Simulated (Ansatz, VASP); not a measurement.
## CsRbCl2 (alpha-NaFeO2 type (invented)): VASP beside Ansatz

One calculation is typed for both programs; each brings its own data sets. How far apart do they land? The cell is generated by rule, not measured, and may not be a known phase. The cell is taken from a series of runs on this material, whose earlier steps may have relaxed, scaled, displaced or heated it; both programs get it as it stands.

Program: Ansatz 0.2.0. Level of theory: plane waves, with VASP 6.6.1 beside it; relaxation of cell and atoms at PBE. Results are calculated unless marked as measured.

### 1. Starting point

It takes space group R-3m (No. 166, trigonal). Conventional cell: a = 4.864 Å, b = 4.864 Å, c = 23.881 Å, α = 90.00°, β = 90.00°, γ = 120.00°. Nearest to Rb lie 6 Cl at 3.38 Å. Nearest to Cs lie 6 Cl at 3.51 Å. Cl has 3 Rb at 3.38 Å and 3 Cs at 3.51 Å nearest. Farther neighbours and most contacts between anions are not listed.

Coordinates:

```cif
data_structure
_symmetry_space_group_name_H-M 'P 1'
_symmetry_Int_Tables_number 1
_cell_length_a 8.4411
_cell_length_b 8.4411
_cell_length_c 8.4411
_cell_angle_alpha 33.491
_cell_angle_beta 33.491
_cell_angle_gamma 33.491
_cell_volume 163.11
loop_
_atom_site_label
_atom_site_type_symbol
_atom_site_fract_x
_atom_site_fract_y
_atom_site_fract_z
_atom_site_occupancy
Rb1 Rb 0.00000 0.00000 0.00000 1
Cs2 Cs 0.50000 0.50000 0.50000 1
Cl3 Cl 0.25470 0.25470 0.25470 1
Cl4 Cl 0.74530 0.74530 0.74530 1
```

### 2. VASP: relaxation of cell and atoms, PBE

The relaxed volume is the usual yardstick between codes: in a stiff, nearly cubic crystal its relative difference is about their pressure difference at one cell divided by the bulk modulus.

Lines of VASP's logs that name or quote its potential files are left out, and so is its time.

Contents of INCAR:

```
SYSTEM = CsRbCl2
PREC = Accurate
ENCUT = 500
EDIFF = 1E-07
NELM = 120
ISMEAR = 0
SIGMA = 0.01
LREAL = .FALSE.
ALGO = Normal
GGA = PE
NBANDS = 22
LORBIT = 11
LWAVE = .FALSE.
LCHARG = .FALSE.
ISIF = 3
IBRION = 2
NSW = 80
EDIFFG = -0.005
LASPH = .TRUE.
GGA_COMPAT = .FALSE.
NELMIN = 4
EFERMI = MIDGAP
```

Contents of POSCAR:

```
CsRbCl2
1.0
    2.4320810000      1.4041620000      7.9602130000
   -2.4320810000      1.4041620000      7.9602130000
    0.0000000000     -2.8083250000      7.9602130000
Rb Cs Cl
1 1 2
Direct
    0.0000000000      0.0000000000      0.0000000000
    0.5000000384      0.5000000384      0.4999998604
    0.2547030137      0.2547030137      0.2547029230
    0.7452970631      0.7452970631      0.7452967977
```

Contents of KPOINTS:

```
Automatic mesh
0
Gamma
6 6 6
0 0 0
```

PAW data sets: Rb_sv, Cs_sv and Cl (PBE family, release 64).

Run with:

```sh
$ mpirun -np 1 vasp_std
```

Numbers of over 12 decimals in the logs are rounded to 6 here.

Log:

```text
[banner, memory and clock lines left out]
running    1 mpi-ranks, on    1 nodes
 distrk:  each k-point on    1 cores,    1 groups
 distr:  one band on    1 cores,    1 groups

 POSCAR found type information on POSCAR RbCsCl
 POSCAR found :  3 types and       4 ions
 LDA part: xc-table for (Slater+PW92), standard interpolation
 POSCAR, INCAR and KPOINTS ok, starting setup
 FFT: planning ... GRIDC
 FFT: planning ... GRID_SOFT
 FFT: planning ... GRID
 WAVECAR not read
 entering main loop
       N       E                     dE             d eps       ncg     rms          rms(c)
DAV:   1     0.222980682641E+03    0.22298E+03   -0.13105E+04  1408   0.120E+03
DAV:   2     0.628940200972E+01   -0.21669E+03   -0.20816E+03  2036   0.217E+02
DAV:   3    -0.135783579058E+02   -0.19868E+02   -0.19792E+02  1814   0.738E+01
DAV:   4    -0.141255141216E+02   -0.54716E+00   -0.54668E+00  2192   0.122E+01
DAV:   5    -0.141366348832E+02   -0.11121E-01   -0.11120E-01  1970   0.146E+00    0.380E+00
DAV:   6    -0.133197176943E+02    0.81692E+00   -0.15772E+00  1624   0.500E+00    0.297E+00
DAV:   7    -0.132607726075E+02    0.58945E-01   -0.40888E-01  1852   0.252E+00    0.189E+00
DAV:   8    -0.132908381444E+02   -0.30066E-01   -0.41913E-02  1804   0.118E+00    0.270E-01
DAV:   9    -0.132953583820E+02   -0.45202E-02   -0.15628E-02  1812   0.507E-01    0.159E-01
DAV:  10    -0.132977771535E+02   -0.24188E-02   -0.24466E-03  1676   0.291E-01    0.239E-02
DAV:  11    -0.132978947187E+02   -0.11757E-03   -0.11169E-04  1986   0.574E-02    0.110E-02
DAV:  12    -0.132979207553E+02   -0.26037E-04   -0.23160E-05  1648   0.274E-02    0.604E-03
DAV:  13    -0.132979239233E+02   -0.31679E-05   -0.38910E-06  1726   0.123E-02    0.204E-03
DAV:  14    -0.132979239809E+02   -0.57607E-07   -0.56884E-07  1716   0.421E-03
   1 F= -.13297924E+02 E0= -.13297924E+02  d E =-.132979E+02
 curvature:   0.00 expect dE= 0.000E+00 dE for cont linesearch  0.000E+00
 trial: gam= 0.00000 g(F)=  0.434E-06 g(S)=  0.156E-04 ort = 0.000E+00 (trialstep = 0.100E+01)
 search vector abs. value=  0.160E-04
 bond charge predicted
       N       E                     dE             d eps       ncg     rms          rms(c)
DAV:   1    -0.132980436465E+02   -0.11972E-03   -0.22692E-03  1576   0.256E-01    0.566E-02
DAV:   2    -0.132979569689E+02    0.86678E-04   -0.18169E-04  1690   0.680E-02    0.197E-02
DAV:   3    -0.132979400695E+02    0.16899E-04   -0.40843E-05  1656   0.302E-02    0.103E-02
DAV:   4    -0.132979368629E+02    0.32066E-05   -0.59949E-06  2018   0.111E-02    0.281E-03
DAV:   5    -0.132979363155E+02    0.54744E-06   -0.32357E-07  1760   0.289E-03    0.160E-03
DAV:   6    -0.132979357921E+02    0.52339E-06   -0.57014E-08  1160   0.163E-03    0.402E-04
DAV:   7    -0.132979357583E+02    0.33784E-07   -0.71163E-09  1064   0.495E-04
   2 F= -.13297936E+02 E0= -.13297936E+02  d E =-.117774E-04
 trial-energy change:   -0.000012  1 .order   -0.000012   -0.000016   -0.000008
 step:   1.9896(harm=  1.9896)  dis= 0.00020  next Energy=   -13.297940 (dE=-0.159E-04)
 reached required accuracy - stopping structural energy minimisation
```

Parts of OUTCAR (step 2):

```text
ion  position               nearest neighbor table
   1  0.000  0.000  0.000-   4 3.38   4 3.38   4 3.38   3 3.38   3 3.38   3 3.38
   2  0.500  0.500  0.500-
   3  0.255  0.255  0.255-   1 3.38   1 3.38   1 3.38
   4  0.745  0.745  0.745-   1 3.38   1 3.38   1 3.38

  LATTYP: Found a trigonal (rhomboedric) cell.
 ALAT       =     8.4410710172
 COS(alpha) =     0.8339683219

 Subroutine GETGRP returns: Found 12 space group operations
 (whereof 12 operations were pure point group operations)

The static configuration has the point symmetry D_3d.

 Found     32 irreducible k-points:

   k-points           NKPTS =     32   k-points in BZ     NKDIM =     32   number of bands    NBANDS=     22

   dimension x,y,z NGX =    64 NGY =   64 NGZ =   64
   dimension x,y,z NGXF=   128 NGYF=  128 NGZF=  128

   ENCUT  =  500.0 eV  36.75 Ry    6.06 a.u.  15.39 15.39 15.39*2*pi/ulx,y,z

   NELECT =      32.0000    total number of electrons

 k-points in reciprocal lattice and weights: Automatic mesh
   0.00000000  0.00000000  0.00000000       0.005
   0.16666667  0.00000000  0.00000000       0.028
   0.33333333  0.00000000 -0.00000000       0.028
   0.50000000  0.00000000 -0.00000000       0.014
   0.16666667  0.16666667  0.00000000       0.028
   0.33333333  0.16666667 -0.00000000       0.056
   0.50000000  0.16666667 -0.00000000       0.056
  -0.33333333  0.16666667  0.00000000       0.056
  -0.16666667  0.16666667  0.00000000       0.028
[...]
-0.33333333  0.50000000  0.33333333       0.028
   0.50000000  0.50000000  0.50000000       0.005

 average (electrostatic) potential at core
       1 -38.2416       2 -50.5289       3 -94.2718       4 -94.2718

 E-fermi :   0.5709

 k-point     1 :       0.0000    0.0000    0.0000
  band No.  band energies     occupation
    ...
     12      -2.1580      2.00000
     13      -2.1580      2.00000
     14      -1.8512      2.00000
     15      -1.8512      2.00000
     16      -1.8378      2.00000
     17       2.9796      0.00000
     18       4.9825      0.00000
     19       5.5060      0.00000
     20       5.5060      0.00000
     21       5.7770      0.00000
    ...

 k-point     2 :       0.1667    0.0000    0.0000
  band No.  band energies     occupation
    ...
     12      -2.1372      2.00000
     13      -2.0852      2.00000
     14      -2.0700      2.00000
     15      -1.8880      2.00000
     16      -1.8839      2.00000
     17       3.4837      0.00000
     18       4.9784      0.00000
     19       5.3219      0.00000
     20       5.7520      0.00000
     21       5.8948      0.00000
    ...

 k-point     3 :       0.3333    0.0000   -0.0000
  band No.  band energies     occupation
    ...
     12      -2.2449      2.00000
     13      -2.0974      2.00000
     14      -2.0174      2.00000
     15      -1.9493      2.00000
     16      -1.9475      2.00000
     17       4.4981      0.00000
     18       4.5923      0.00000
     19       5.4253      0.00000
     20       5.8846      0.00000
     21       6.5933      0.00000
    ...

  Total        0.0060227      0.0060227      0.0153920      0.0000000     -0.0000000      0.0000000
  in kB        0.0591173      0.0591173      0.1510834      0.0000000     -0.0000000      0.0000000
  external PRESSURE =       0.0897727 kB  Pullay stress =       0.0000000 kB

  energy-cutoff  :      500.00
  volume of cell :      163.23
      direct lattice vectors                 reciprocal lattice vectors
     2.432566563  1.404442340  7.962830003     0.205544221  0.118671036  0.041861169
    -2.432566563  1.404442340  7.962830003    -0.205544221  0.118671036  0.041861169
    -0.000000000 -2.808885680  7.962830003     0.000000000 -0.237342071  0.041861154

 POSITION                                       TOTAL-FORCE (eV/Angst)
 -----------------------------------------------------------------------------------
     -0.00000     -0.00000     23.88849         0.000000     -0.000000      0.000000
     -0.00000     -0.00000     11.94424        -0.000000     -0.000000      0.000000
     -0.00000     -0.00000      6.08437         0.000000      0.000000     -0.002423
     -0.00000     -0.00000     17.80412        -0.000000     -0.000000      0.002423
 -----------------------------------------------------------------------------------
    total drift:                                0.000000     -0.001292      0.001282

  FREE ENERGIE OF THE ION-ELECTRON SYSTEM (eV)
  ---------------------------------------------------
  free  energy   TOTEN  =       -13.2979357583 eV

  energy  without entropy=      -13.2979357583  energy(sigma->0) =      -13.29793576

 reached required accuracy - stopping structural energy minimisation

 total charge
# of ion       s       p       d       tot
------------------------------------------
    1        1.938   5.353   0.018   7.309
    2        1.835   4.713   0.027   6.575
    3        1.589   3.553   0.000   5.142
    4        1.589   3.553   0.000   5.142
--------------------------------------------------
tot          6.951  17.171   0.045  24.167

[... 3 further parts left out ...]
```

The run keeps the 12 symmetry operations of its start, so it cannot find a distortion of lower symmetry.

### 3. Ansatz: relaxation of cell and atoms, PBE

Ansatz runs on its default PAW (the set named soft_2) files.

The same cell, functional and mesh now go to Ansatz, which takes its cutoff from its data sets.

Contents of input.yaml:

```yaml
crystal:
  lattice:
    - [2.4320809451, 1.4041624196, 7.9602128927]
    - [-2.4320809451, 1.4041624196, 7.9602128927]
    - [0.0, -2.8083253454, 7.9602128035]
  atoms:
    - { symbol: Rb, position: [1.0, 0.0, 0.0] }
    - { symbol: Cs, position: [0.5, 0.5, 0.5] }
    - { symbol: Cl, position: [0.2547029954, 0.2547029954, 0.2547029954] }
    - { symbol: Cl, position: [0.7452970046, 0.7452970046, 0.7452970046] }
kpoints:
  mp_grid: { grid: [6, 6, 6] }
hamiltonian:
  xc: pbe
scf:
  occupations: { method: fixed }
output:
  forces: true
  stress: true
  eigenvalues: true
relax:
  adjacent_minimum: "off"
  f_tol: 0.001
  max_steps: 60
  cell: { stress_tol: 0.01 }
```

Run with:

```sh
$ ansatz run input.yaml --threads 2 --pin off --max-ram 5120MiB --backend cpu --events-out ev --progress --plain --runs-dir out
```

Log:

```text
basis.fft_grid_basis auto: the FFT boxes are laid along the combinations [[1, 0, -1], [0, 1, -1], [0, 0, 1]] of the cell's own vectors, 4.864, 4.864 and 8.441 Å long. The dense box has 36×36×60 points. Along the cell's own vectors, as sized, it would have 60×60×60, 2.78 times as many. Of the 12 symmetry operations that the crystal satisfies within crystal.symmetry.tolerance (time reversal apart; of a slab, those that [...]
Engine: ansatz 0.2.0, x86_64-unknown-linux-gnu
Pseudopotentials: kind: paw
Pseudopotential: Rb, paw, valence charge 9, recommended cutoff 420 eV (normal), Rb.paw.azcp
Pseudopotential: Cs, paw, valence charge 9, recommended cutoff 420 eV (normal), Cs.paw.azcp
Pseudopotential: Cl, paw, valence charge 7, recommended cutoff 420 eV (normal), Cl.paw.azcp
Functional definition: PBE
  parameter kappa = 0.804
  parameter beta = 0.066725
  exchange = pbe_x(kappa = kappa, mu = beta*pi^2/3)
  correlation = pbe_c(beta = beta)
Crystal: 4 atoms, lattice volume = 163.107 Å³
Basis set: ecut = 420 eV, 3207 PW (Γ), FFT grids on a1−a3, a2−a3, a3, exchange–correlation on 72×72×120 points (8 copies of the dense FFT grid, shifted against one another)
Bands: 20, of which v1, the nominal top of the filled ones, is band 16 counted from 1 (15 counted from 0)
Symmetry: 12 space group operations
Space group: R-3m (ITA 166), of the structure as read, at distance tolerance 5.5e-5 Å
k-points: 32 of 216
Non-local potential: Rb, projectors of the file, l = 0: 3, l = 1: 2, l = 2: 2
Non-local potential: Cs, projectors of the file, l = 0: 3, l = 1: 2, l = 2: 2, l = 3: 2
Non-local potential: Cl, projectors of the file, l = 0: 2, l = 1: 2, l = 2: 2
PAW form: soft (Blöchl's): semilocal exchange-correlation on the pseudo side does not see the compensation charge
PAW one-centre angular grid: Rb, 110 points (default); XC on 64 Gauss nodes
PAW one-centre angular grid: Cs, 194 points (default); XC on 64 Gauss nodes
PAW one-centre angular grid: Cl, 110 points (default); XC on 64 Gauss nodes
Initial density: superposition of atomic densities (neutral atoms: chi_scale 0, normalization atom), corrected by the library's trained network
Initial wavefunctions: pseudopotential atomic-orbital guess
Functional: x = pbe(κ = 0.804, μ = 0.219515), c = pbe(β = 0.066725)
SCF iter   1: F=—  HF=-11104.979094 eV  |F-HF|=—  |Δ(HF+E_count)|=         —  Δρ=2.57e-4  dr2=1.90e-4  ethr=1.77e-3  ⟨swp⟩=5.9  Hψ=2918  notcnv=0  defer=44
preconditioner: auto → Resta (q_TF=auto, 2.080 Å⁻¹)  ε∞=2.7  [insulator: Δε(μ)=4.825 eV  Ē_g=11.747 eV  n_scr=28 (ndim 8)  ℏωp=15.4 eV  f_vac=0.115  ε∞_Penn≈2.7]
SCF iter   2: F=—  HF=-11104.979398 eV  |F-HF|=—  |Δ(HF+E_count)|=   3.04e-4  Δρ=1.37e-4  dr2=2.37e-5  ethr=5.95e-7  ⟨swp⟩=3.1  Hψ=1934  notcnv=0  defer=64
SCF iter   3: F=—  HF=-11104.979455 eV  |F-HF|=—  |Δ(HF+E_count)|=   5.69e-5  Δρ=7.07e-5  dr2=7.84e-6  ethr=7.40e-8  ⟨swp⟩=2.1  Hψ=937  notcnv=0  defer=64
SCF iter   4: F=—  HF=-11104.979489 eV  |F-HF|=—  |Δ(HF+E_count)|=   3.46e-5  Δρ=1.14e-5  dr2=2.77e-7  ethr=2.45e-8  ⟨swp⟩=2.0  Hψ=1152  notcnv=0  defer=64
iter 5 did not close the SCF: its close was put off for the readings that it lacked (scf_convergence_deferred on its scf_iter line)
SCF iter   5: F=-11104.979490 eV  HF=-11104.979490 eV  |F-HF|=2.91e-8  |Δ(HF+E_count)|=   3.55e-7  Δρ=3.17e-6  dr2=2.64e-8  ethr=8.67e-10  ⟨swp⟩=2.2  Hψ=1042  notcnv=0  defer=64
SCF iter   6: F=-11104.979490 eV  HF=-11104.979490 eV  |F-HF|=2.87e-10  |Δ(HF+E_count)|=   3.99e-8  Δρ=1.05e-6  dr2=2.04e-9  ethr=8.24e-11  ⟨swp⟩=7.9  Hψ=4011  notcnv=0
SCF 1 converged in 6 iterations: F = -11104.979490 eV  dr2 = 2.04e-9
  greatest PAW one-centre occupation: 0.973 electrons in one spin orbital (limit 2), on the Rb atom at site 0 (counted from 0), in its partial waves of l = 0
relax step   1: F+E_penalty+E_count = -11104.97948982 eV  Δ(F+E_penalty+E_count) = +0.000e0 eV  max|allowed force component| = 4.253e-3 eV/Å  Δτ_max = 0.0000 Å  P = +0.020 GPa  Ω = 163.107 Å³  (6 SCF iters, dr2 threshold 1.00e-7 eV, accepted)
[...]
relax step   2: F+E_penalty+E_count = -11104.97951066 eV  Δ(F+E_penalty+E_count) = -2.084e-5 eV  max|allowed force component| = 1.349e-3 eV/Å  Δτ_max = 0.0014 Å  P = +0.012 GPa  Ω = 163.219 Å³  energy of the carried Pulay correction = -3.522e-7 eV  (5 SCF iters, dr2 threshold 1.83e-9 eV, accepted)
[...]
relax step   3: F+E_penalty+E_count = -11104.97951858 eV  Δ(F+E_penalty+E_count) = -7.919e-6 eV  max|allowed force component| = 5.459e-4 eV/Å  Δτ_max = 0.0010 Å  P = +0.001 GPa  Ω = 163.358 Å³  energy of the carried Pulay correction = -7.872e-7 eV  (5 SCF iters, dr2 threshold 7.26e-10 eV, accepted)
[...]
relax step   4: F+E_penalty+E_count = -11104.97951891 eV  Δ(F+E_penalty+E_count) = -3.264e-7 eV  max|allowed force component| = 9.260e-5 eV/Å  Δτ_max = 0.0002 Å  P = -0.001 GPa  Ω = 163.377 Å³  energy of the carried Pulay correction = -8.485e-7 eV  (6 SCF iters, accepted)
[...]
relax step   5: F+E_penalty+E_count = -11104.97951977 eV  Δ(F+E_penalty+E_count) = -8.650e-7 eV  max|allowed force component| = 9.283e-5 eV/Å  Δτ_max = 0.0000 Å  P = -0.001 GPa  Ω = 163.377 Å³  stress off target by 1.36e-3 GPa  SCF on the basis re-selected at this cell (its energy is not comparable with the rows above)  (6 SCF iters)
basis re-selected at this cell: Δ(F+E_penalty+E_count) = -8.650e-7 eV, ΔP = +0.000 GPa vs the last step (what re-selecting the basis moved, of the pressure what is left beyond the Pulay correction that the steps carried, after the strain that the cell walked since its last selection, with what the two solves' SCF thresholds leave and, on support functions, any second-order correction that the steps lacked; it is no m [...]
SCF converged after 6 iterations
Free energy (F): -11104.979520 eV
Harris-Foulkes:  -11104.979520 eV  (|F-HF|=0.00e0)
Internal energy: -11104.979520 eV  (E = F + TS)
E sigma→0 (E₀):  -11104.979520 eV
Fermi energy:    0.841316 eV
--- Per-component energies (eV) ---
  E_band       = -194.049481
  E_kinetic    = 658.398391
  E_local      = -1384.051273  (includes V_loc(G=0)·N_el)
  E_nonlocal   = 259.998573
  E_hartree    = 416.407805
  E_xc         = -521.049048
  E_vxc        = -509.763585  (∫ρ·V_xc dr)
  E_paw        = -9003.308176  (= ΣΔE_a)
  E_vpaw       = -51.447401  (= ΣTr[D̂ρ^β])
  E_aug_tail   = 0.000177  (compensation charges beyond the density's cutoff)
  E_ewald      = -1531.375968
  E_smearing   = -0.000000  (= −TS)
  E_closure    = 0.000000  (closes the sum)
  Σ components = -11104.979520   (vs F -11104.979520, Δ=0.00e0)
--- Forces (eV/Å), atoms counted from 1 ---
  atom   1  Rb     0.00000000     0.00000000     0.00000000
  atom   2  Cs     0.00000000     0.00000000    -0.00000000
  atom   3  Cl     0.00000000    -0.00000000     0.00009283
  atom   4  Cl     0.00000000     0.00000000    -0.00009283
  max |Σ_I F_I| component: 1.36e-20 eV/Å
--- Stress (GPa, compression-positive) ---
       -0.001361       0.000000      -0.000000
        0.000000      -0.001361      -0.000000
       -0.000000      -0.000000       0.000812
  P = ⅓ Tr σ = -0.0006 GPa (-0.006 kbar)
--- Band table (eV; the first three rows and the last of 32) ---
  k-point 0: bands = [... 12 lower, 0.5282, 0.8290, 0.8290, 0.8413, 5.6645, 7.6683, 8.1891, 8.1891]
  k-point 1: bands = [... 12 lower, 0.5990, 0.6131, 0.7923, 0.7970, 6.1682, 7.6598, 7.9987, 8.4196]
  k-point 2: bands = [... 12 lower, 0.5875, 0.6658, 0.7334, 0.7349, 7.1838, 7.2728, 8.0889, 8.5546]
  k-point 31: bands = [... 12 lower, 0.6699, 0.6699, 0.6772, 0.6772, 6.7437, 6.8857, 7.6510, 8.5354]
--- Relaxed structure (4 steps of the walk, 4 accepted, 1 SCFs on fresh bases) ---
  F+E_penalty+E_count = -11104.97951977 eV   max|allowed force component| = 9.283e-5 eV/Å   (the final SCF, on the basis selected at the relaxed cell)
  cell:  # Å, volume = 163.3773 Å³
    - [2.432627, 1.404478, 7.969846]
    - [-2.432627, 1.404478, 7.969846]
    - [0, -2.808956, 7.969846]
  atoms:
    - { symbol: Rb, position: [1.0, 5.551115123125783e-17, 0.0] }
    - { symbol: Cs, position: [0.5, 0.5, 0.500000] }
    - { symbol: Cl, position: [0.254609, 0.254609, 0.254609] }
    - { symbol: Cl, position: [0.745391, 0.745391, 0.745391] }
```

Reading the cycles: dr2 is the Hartree energy of the density residual (eV), the measure of convergence; HF is the Harris–Foulkes estimate of the energy, which meets the free energy F at convergence.

### 4. Comparison

Known differences besides the potentials themselves: fixed occupations in Ansatz, narrow Gaussian smearing in VASP; the cutoff is 420 eV in Ansatz and 500 eV in VASP; Ansatz adds a Pulay correction to the stress that steers its cell, VASP none. Total energies have different zeros and are not compared.

The two programs side by side:

| quantity | Ansatz | VASP | difference |
| --- | --- | --- | --- |
| volume (Å³) | 163.38 | 163.23 | +0.09 % |
| edge a after relaxation, in the typed setting (Å) | 8.450 | 8.444 | +0.08 % |

### 5. Results

| Item | Value |
| --- | --- |
| difference in volume (relaxation of cell and atoms, PBE) | 0.093 % |

What this shows: The difference in volume is 0.093 % (relaxation of cell and atoms, PBE), within the 1.2 % picked in this series as the mark of a large difference, as far as the stopping tolerances let one tell. How closely two codes agree says nothing of how well the functional describes the real material.

[Lines on the potential files, build, host, timing and source positions are cut from VASP's logs without a mark.]

[Logs are printed without paths, hosts, clocks, repeated set-up lines and the standing remarks that a program may print on its own settings, such as how far it seeks lower states.]

[Hosts, paths, dates, database ids (printed as entryN), source tags and the programs' standing remarks are cut or masked in the printed files.]
